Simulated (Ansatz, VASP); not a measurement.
## One calculation of GeOs3, two programs

```xyz
4
Lattice="3.9723 0.0000 0.0000 0.0000 3.9723 0.0000 0.0000 0.0000 3.9723" Properties=species:S:1:pos:R:3 pbc="T T T"
Ge    0.0000    0.0000    0.0000
Os    1.9861    0.0000    1.9861
Os    0.0000    1.9861    1.9861
Os    1.9861    1.9861    0.0000
```

Change from the starting cell: species swapped into the HoPd3 type (Pm-3m, No. 221).

Alike in both runs: task relaxation of cell and atoms; functional PBE; k mesh 4 × 4 × 4; occupations gaussian, width 0.1 eV; no spin polarisation.

|  | VASP | Ansatz |
| --- | --- | --- |
| version | VASP 6.6.1 | Ansatz 0.2.0 |
| potentials or method | VASP PAW PBE potentials, release 64 (Ge_d, Os) | scalar-relativistic, plane waves, PAW |
| plane-wave cutoff (eV) | 600 | 420 |
| valence electrons in the cell | 38 | 62 |

|  | VASP | Ansatz | Ansatz less VASP |
| --- | --- | --- | --- |
| gap on the k mesh at the Fermi level, each at its own relaxed structure (eV) | none | none | - |
| relaxed volume (Å³/atom) | 14.65 | 14.61 | -0.040 |
| relaxed cell length with the largest relative difference (Å) | 3.885 | 3.881 | -0.0035 |
| energy change over the relaxation (meV/atom) | -58 | -60 | -1.6 |

A gap of «none» marks a metal or a gap that the smearing closes. The two sets of potentials don't hold the same shells in valence.

Caveats: the k mesh is coarse (spacing up to 0.40 Å⁻¹), so the values aren't converged. Spin-orbit coupling is left out, which matters for the levels of Os.
